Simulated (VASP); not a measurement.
# ZnCd2SeS2 (I-4m2) in VASP: single point with r2SCAN

Aim: the single point of ZnCd2SeS2 with r2SCAN.

All numbers are computed with VASP 6.6.1; they aren't measurements. Logs are shortened: lines on timing, memory, paths and dates and some standing lists are left out, and cuts for length are marked.

### 1 The crystal as given

Symmetry: I-4m2, No. 119, tetragonal system. Conventional cell: a = 4.124 Å, b = 4.124 Å, c = 17.748 Å, α = 90.00°, β = 90.00°, γ = 90.00°. Zn (site symmetry -4m2) is surrounded by 4 S at 2.41 Å. Cd (site symmetry 2mm) has 2 S at 2.57 Å and 2 Se at 2.65 Å as nearest neighbours. Se (site symmetry -4m2) has 4 Cd at 2.65 Å as nearest neighbours. S (site symmetry 2mm) is surrounded by 2 Zn at 2.41 Å and 2 Cd at 2.57 Å.

The cell was built by a generator and needn't be a form met in nature.

### 2 Single point, r2SCAN

The input, INCAR:

```
PREC = Accurate
ENCUT = 520
EDIFF = 1E-6
ISMEAR = 0
SIGMA = 0.03
LREAL = False
LASPH = True
NELM = 150
ALGO = Normal
ISIF = 2
LWAVE = False
LCHARG = False
METAGGA = R2SCAN
LMIXTAU = True
KPAR = 4
```

The input, KPOINTS:

```
Automatic mesh
0
Gamma
  8 8 8
```

The input, POSCAR:

```
ZnCd2SeS2
1.0
   -2.0619000000      2.0619000000      8.8739800000
    2.0619000000     -2.0619000000      8.8739800000
    2.0619000000      2.0619000000     -8.8739800000
Zn Cd Se S
1 2 1 2
Direct
    0.0000000000      0.0000000000      0.0000000000
    0.3441010000      0.3441010000      0.0000000000
    0.6558990000      0.6558990000      0.0000000000
    0.2500000000      0.7500000000      0.5000000000
    0.5697670000      0.0697670000      0.5000000000
    0.9302330000      0.4302330000      0.5000000000
```

Potentials or basis: VASP PAW PBE potentials, release 64 (Zn, Cd, Se, S).

On the command line:

```sh
$ cat potpaw_PBE.64/Zn/POTCAR potpaw_PBE.64/Cd/POTCAR potpaw_PBE.64/Se/POTCAR potpaw_PBE.64/S/POTCAR > POTCAR
$ mpirun -np 4 vasp_std > vasp.out
```

OUTCAR:

```text
PREC = Accurate
   ENCUT = 520
   EDIFF = 1E-6
   ISMEAR = 0
   LREAL = False
   LASPH = True
   NELM = 150
   ISIF = 2
   METAGGA = R2SCAN

 ion  position               nearest neighbor table
   1  0.000  0.000  0.000-   5 2.41   6 2.41   5 2.41   6 2.41
   2  0.344  0.344  0.000-   6 2.57   6 2.57   4 2.65   4 2.65
   3  0.656  0.656  0.000-   5 2.57   5 2.57   4 2.65   4 2.65
   4  0.250  0.750  0.500-   2 2.65   3 2.65   2 2.65   3 2.65
   5  0.570  0.070  0.500-   1 2.41   1 2.41   3 2.57   3 2.57
   6  0.930  0.430  0.500-   1 2.41   1 2.41   2 2.57   2 2.57

  LATTYP: Found a body centered tetragonal cell.
 ALAT       =     4.1238000000
 C/A-ratio  =     4.3037877686

  Lattice vectors:

 A1 = (  -2.0619000000,   2.0619000000,   8.8739800000)
 A2 = (   2.0619000000,  -2.0619000000,   8.8739800000)
 A3 = (   2.0619000000,   2.0619000000,  -8.8739800000)

Analysis of symmetry for initial positions (statically):
=====================================================================
 Subroutine PRICEL returns:
 Original cell was already a primitive cell.

 Routine SETGRP: Setting up the symmetry group for a
 body centered tetragonal supercell.

 Subroutine GETGRP returns: Found  8 space group operations
 (whereof  8 operations were pure point group operations)
 out of a pool of 16 trial point group operations.

The static configuration has the point symmetry D_2d.

Analysis of symmetry for dynamics (positions and initial velocities):
=====================================================================
 Subroutine PRICEL returns:
 Original cell was already a primitive cell.

 Routine SETGRP: Setting up the symmetry group for a
 body centered tetragonal supercell.

 Subroutine GETGRP returns: Found  8 space group operations
 (whereof  8 operations were pure point group operations)
 out of a pool of 16 trial point group operations.

The dynamic configuration has the point symmetry D_2d.

 Subroutine INISYM returns: Found  8 space group operations
 (whereof  8 operations are pure point group operations),
 and found     1 'primitive' translations

----------------------------------------------------------------------------------------

                                     Primitive cell

  volume of cell :     150.9085

  direct lattice vectors                    reciprocal lattice vectors
    -2.061900000  2.061900000  8.873980000     0.000000000  0.242494786  0.056344504
     2.061900000 -2.061900000  8.873980000     0.242494786  0.000000000  0.056344504
     2.061900000  2.061900000 -8.873980000     0.242494786  0.242494786  0.000000000

  length of vectors
     9.340791415  9.340791415  9.340791415     0.248954664  0.248954664  0.342939416

  position of ions in fractional coordinates (direct lattice)
     0.000000000  0.000000000  0.000000000
     0.344101000  0.344101000  0.000000000
     0.655899000  0.655899000  0.000000000
     0.250000000  0.750000000  0.500000000
     0.569767000  0.069767000  0.500000000
     0.930233000  0.430233000  0.500000000

  ion indices of the primitive-cell ions
   primitive index   ion index
                 1           1
                 2           2
                 3           3
                 4           4
                 5           5
                 6           6

----------------------------------------------------------------------------------------

 KPOINTS: Automatic mesh

Automatic generation of k-mesh.
 Grid dimensions read from file:
 generate k-points for:    8    8    8

 Generating k-lattice:

  Cartesian coordinates                     Fractional coordinates (reciprocal lattice)
     0.000000000  0.030311848  0.007043063     0.125000000 -0.000000000  0.000000000
     0.030311848  0.000000000  0.007043063    -0.000000000  0.125000000  0.000000000
     0.030311848  0.030311848  0.000000000     0.000000000  0.000000000  0.125000000

  Length of vectors
     0.031119333  0.031119333  0.042867427

  Shift w.r.t. Gamma in fractional coordinates (k-lattice)
     0.000000000  0.000000000  0.000000000

 Subroutine IBZKPT returns following result:
 ===========================================

 Found     59 irreducible k-points:

 Following reciprocal coordinates:
            Coordinates               Weight
  0.000000  0.000000  0.000000      1.000000
  0.125000  0.000000  0.000000      8.000000
  0.250000  0.000000  0.000000      8.000000
  0.375000  0.000000 -0.000000      8.000000
  0.500000  0.000000  0.000000      4.000000
  0.125000  0.125000  0.000000      8.000000
[... 16 lines left out ...]
  0.250000  0.125000  0.125000     16.000000
  0.375000  0.125000  0.125000      8.000000
 [... further k-points ...]
   k-points           NKPTS =     59   k-points in BZ     NKDIM =     59   number of bands    NBANDS=     32
   number of dos      NEDOS =    301   number of ions     NIONS =      6
   total plane-waves  NPLWV = 343000
   dimension x,y,z NGX =    70 NGY =   70 NGZ =   70
   dimension x,y,z NGXF=   140 NGYF=  140 NGZF=  140
   ions per type =               1   2   1   2
   NGX,Y,Z   is equivalent  to a cutoff of  12.46, 12.46, 12.46 a.u.
   NGXF,Y,Z  is equivalent  to a cutoff of  24.92, 24.92, 24.92 a.u.
 SYSTEM =  unknown system
   PREC   = accura    normal or accurate (medium, high low for compatibility)
   ISTART =      0    job   : 0-new  1-cont  2-samecut
   ICHARG =      2    charge: 1-file 2-atom 10-const
   ISPIN  =      1    spin polarized calculation?
   LNONCOLLINEAR =      F non collinear calculations
   LSORBIT =      F    spin-orbit coupling
   LASPH  =      T    aspherical Exc in radial PAW
   ENCUT  =  520.0 eV  38.22 Ry    6.18 a.u.  17.37 17.37 17.37*2*pi/ulx,y,z
   NELM   =    150;   NELMIN=  2; NELMDL= -5     # of ELM steps
   EDIFF  = 0.1E-05   stopping-criterion for ELM
   LREAL  =      F    real-space projection
   EDIFFG = 0.1E-04   stopping-criterion for IOM
   NSW    =      0    number of steps for IOM
   IBRION =     -1    ionic relax: 0-MD 1-quasi-New 2-CG
   NFREE  =      0    steps in history (QN), initial steepest desc. (CG)
   ISIF   =      2    stress and relaxation
   ISYM   =      2    0-nonsym 1-usesym 2-fastsym
   POTIM  = 0.5000    time-step for ionic-motion
   TEBEG  =    0.0;   TEEND  =   0.0 temperature during run
   PSTRESS=    0.0 pullay stress
   NELECT =      54.0000    total number of electrons
   NUPDOWN=      -1.0000    fix difference up-down
   EMIN   =  10.00;   EMAX   =-10.00  energy-range for DOS
   EFERMI =   0.00;   METHOD = LEGACY
   ISMEAR =     0;   SIGMA  =   0.03  broadening in eV -4-tet -1-fermi 0-gaus
   EFERMI_NEDOS =   21; number of points for ismear=-14 and -15
   IALGO  =     38    algorithm
   IMIX   =      4    mixing-type and parameters
     AMIX     =   0.40;   BMIX     =  1.00
     AMIX_MAG =   1.60;   BMIX_MAG =  1.00
  volume/ion in A,a.u.               =      25.15       169.73
  Fermi-wavevector in a.u.,A,eV,Ry     =   1.162255  2.196344 18.379259  1.350837
  Thomas-Fermi vector in A             =   2.298818
   LORBIT       =      0    0 simple, 1 ext, 2 COOP (PROOUT), +10 PAW based schemes
   METAGGA = R2SCAN    functional components
   LHFCALC =     F    Hartree Fock is set to
   AEXX    =    0.0000 exact exchange contribution
   IVDW    =     0    specifies the selected vdW correction
   LEPSILON=     F    determine dielectric tensor
   LRPA    =     F    only Hartree local field effects (RPA)
 non-spin polarized calculation
 Gauss-broadening in eV      SIGMA  =   0.03
  energy-cutoff  :      520.00
  volume of cell :      150.91
 maximum number of plane-waves:      4105
 NGX is ok and might be reduce to    70
   NGX = 35   NGY = 35   NGZ = 35

 number of electron      54.0000007 magnetization

 Free energy of the ion-electron system (eV)
  ---------------------------------------------------
  ext. energy  EPLUGINS =         0.00000000
  ---------------------------------------------------
  free energy    TOTEN  =       -84.26184852 eV

  energy without entropy =      -84.26184852  energy(sigma->0) =      -84.26184852

 E-fermi :   1.0395     XC(G=0):  -9.5949

 val. band max:        0.8826569980   @ k =   0.0000   0.0000   0.0000
 cond. band min:       2.2867131290   @ k =   0.0000   0.0000   0.0000
 fundamental gap:      1.4040561310
 Fermi energy:         1.0394615081

 k-point     1 :       0.0000    0.0000    0.0000
  band No.  band energies     occupation
      1     -12.1778      2.00000
      2     -11.6121      2.00000
      3     -11.5125      2.00000
      4      -7.0443      2.00000
      5      -7.0443      2.00000
      6      -7.0274      2.00000
[... 24 lines left out ...]
     31       5.2595      0.00000
     32       5.8157      0.00000

 k-point     2 :       0.1250    0.0000    0.0000
  band No.  band energies     occupation
      1     -12.1259      2.00000
      2     -11.6037      2.00000
      3     -11.4994      2.00000
      4      -7.0463      2.00000
      5      -7.0382      2.00000
      6      -7.0218      2.00000
[... 24 lines left out ...]
     31       5.5653      0.00000
     32       6.0828      0.00000

 k-point     3 :       0.2500    0.0000    0.0000
  band No.  band energies     occupation
      1     -11.9872      2.00000
      2     -11.5798      2.00000
      3     -11.4819      2.00000
      4      -7.0444      2.00000
      5      -7.0220      2.00000
      6      -6.9988      2.00000
[... 24 lines left out ...]
     31       6.3985      0.00000
     32       6.7721      0.00000

 k-point     4 :       0.3750    0.0000   -0.0000
  band No.  band energies     occupation
      1     -11.8102      2.00000
      2     -11.5637      2.00000
      3     -11.4904      2.00000
      4      -7.0455      2.00000
      5      -7.0013      2.00000
      6      -6.9566      2.00000
[... 24 lines left out ...]
     31       6.7717      0.00000
     32       7.3190      0.00000

 k-point     5 :       0.5000    0.0000    0.0000
  band No.  band energies     occupation
      1     -11.6890      2.00000
      2     -11.5990      2.00000
      3     -11.4982      2.00000
      4      -7.0451      2.00000
      5      -6.9869      2.00000
      6      -6.9684      2.00000
[... 584 lines left out ...]
     31       5.8439      0.00000
     32       5.8908      0.00000

 k-point    22 :       0.1250    0.1250    0.1250
  band No.  band energies     occupation
      1     -11.8278      2.00000
      2     -11.5147      2.00000
      3     -11.4547      2.00000
      4      -7.0082      2.00000
      5      -6.9640      2.00000
      6      -6.9547      2.00000
[... 24 lines left out ...]
     31       6.0858      0.00000
     32       6.7672      0.00000

 k-point    23 :       0.2500    0.1250    0.1250
  band No.  band energies     occupation
      1     -11.6809      2.00000
      2     -11.5012      2.00000
      3     -11.4316      2.00000
      4      -7.0008      2.00000
      5      -6.9328      2.00000
      6      -6.9205      2.00000
[... 24 lines left out ...]
     31       5.9429      0.00000
     32       6.7919      0.00000

 k-point    24 :       0.3750    0.1250    0.1250
  band No.  band energies     occupation
      1     -11.5807      2.00000
      2     -11.5326      2.00000
      3     -11.4231      2.00000
      4      -6.9980      2.00000
      5      -6.9206      2.00000
      6      -6.9136      2.00000
[... 24 lines left out ...]
     31       6.2369      0.00000
     32       6.5022      0.00000

 [... further k-points ...]

------------------------ aborting loop because EDIFF is reached ----------------------------------------

  FORCE on cell =-STRESS in cart. coord.  units (eV):
  Direction    XX          YY          ZZ          XY          YZ          ZX
  --------------------------------------------------------------------------------------
  -------------------------------------------------------------------------------------
  Total       -1.6757578     -1.6757578     -1.6260815      0.0000000      0.0000000      0.0000000
  in kB      -17.7913209    -17.7913209    -17.2639141      0.0000000      0.0000000      0.0000000
  external PRESSURE =     -17.6155186 kB  Pullay stress =       0.0000000 kB

 VOLUME and BASIS-vectors are now :
 -----------------------------------------------------------------------------
  energy-cutoff  :      520.00
  volume of cell :      150.91
      direct lattice vectors                 reciprocal lattice vectors
    -2.061900000  2.061900000  8.873980000     0.000000000  0.242494786  0.056344504
     2.061900000 -2.061900000  8.873980000     0.242494786  0.000000000  0.056344504
     2.061900000  2.061900000 -8.873980000     0.242494786  0.242494786  0.000000000

 POSITION                                       TOTAL-FORCE (eV/Angst)
 -----------------------------------------------------------------------------------
      0.00000      0.00000      0.00000         0.000000     -0.000000      0.000000
      0.00000      0.00000      6.10709         0.000000     -0.000000     -0.018429
      0.00000      0.00000     11.64087         0.000000     -0.000000      0.018429
      2.06190     -0.00000      4.43699         0.000000     -0.000000      0.000000
      0.00000      2.06190      1.23822        -0.000000      0.000000     -0.038649
     -0.00000      2.06190      7.63576        -0.000000      0.000000      0.038649
 -----------------------------------------------------------------------------------
    total drift:                               -0.000002      0.000002      0.000000

  FREE ENERGIE OF THE ION-ELECTRON SYSTEM (eV)
  ---------------------------------------------------
  free  energy   TOTEN  =       -84.2618485196 eV

  energy  without entropy=      -84.2618485196  energy(sigma->0) =      -84.26184852
```

It took 18 min on 4 MPI ranks of Intel Xeon 6975P-C (Granite Rapids), shared host; peak memory 1 GiB.

Results:

| Item | Value |
| --- | --- |
| Free energy | -84.2618 eV |
| Pressure | -1.8 GPa |
| Largest force | 0.039 eV/Å |
| Band gap on the k mesh | 1.40 eV, direct |

Forces in eV/Å, atoms in the order of the input:
```
Zn   0.000  0.000  0.000
Cd   0.000  0.000 -0.018
Cd   0.000  0.000  0.018
Se   0.000  0.000  0.000
S    0.000  0.000 -0.039
S    0.000  0.000  0.039
```

Levels at points of the mesh, in eV from the valence-band top:
| k point | band 23 | band 24 | band 25 | band 26 | band 27 | band 28 | band 29 | band 30 | band 31 | band 32 |
| --- | --- | --- | --- | --- | --- | --- | --- | --- | --- | --- |
| (0.00, 0.00, 0.00) | -1.19 | -1.19 | -0.25 | 0.00 | 0.00 | 1.40 | 3.94 | 4.01 | 4.38 | 4.93 |
| (0.50, 0.00, 0.00) | -1.71 | -1.41 | -0.90 | -0.87 | -0.24 | 3.06 | 4.00 | 4.08 | 6.21 | 6.81 |
| (0.50, 0.50, 0.00) | -2.30 | -2.28 | -2.26 | -1.91 | -1.81 | 3.62 | 4.22 | 4.77 | 4.96 | 5.01 |
| (0.50, 0.50, 0.50) | -1.65 | -0.77 | -0.77 | -0.33 | -0.33 | 2.99 | 3.09 | 3.77 | 4.18 | 5.61 |

Caveat: the PAW data sets were made with another functional, which shifts forces and pressure a little. r2SCAN opens gaps a little over a GGA but as a rule still falls short of measured ones.
